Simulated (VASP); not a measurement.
Data:

```
CELL_PARAMETERS angstrom
      1.86587     1.07726     6.17069
     -1.86587     1.07726     6.17069
      0.00000    -2.15452     6.17069
ATOMIC_POSITIONS crystal
  Sr 0.76040 0.76040 0.76040
  Sr 0.23960 0.23960 0.23960
  H  0.00000 0.00000 0.00000
  N  0.50000 0.50000 0.50000
```

Method: LDA (Ceperley-Alder, Perdew-Zunger), VASP's LDA PAW potentials (set 64) (plane waves; VASP). Settings: 520 eV cut-off, 8×8×8 Γ-centred mesh, tetrahedra with Blöchl corrections, potentials Sr_sv H N.

The cores are frozen, which limits the accuracy of field gradients.

### Question
Give the principal components of the electric field gradient (V/Å²) and the asymmetry η at each nucleus.

### Answer

```tsv
atom	Vxx	Vyy	Vzz	η
Sr1	-22.9	-22.9	45.9	0.00
Sr2	-22.9	-22.9	45.9	0.00
H3	-0.1	-0.1	0.2	-
N4	-5.8	-5.8	11.5	0.00
```

The structure comes from a computed database's Sr2HN entry (R-3m); how it stands against other phases isn't given here. It was relaxed first, which changed the volume by -6 %.
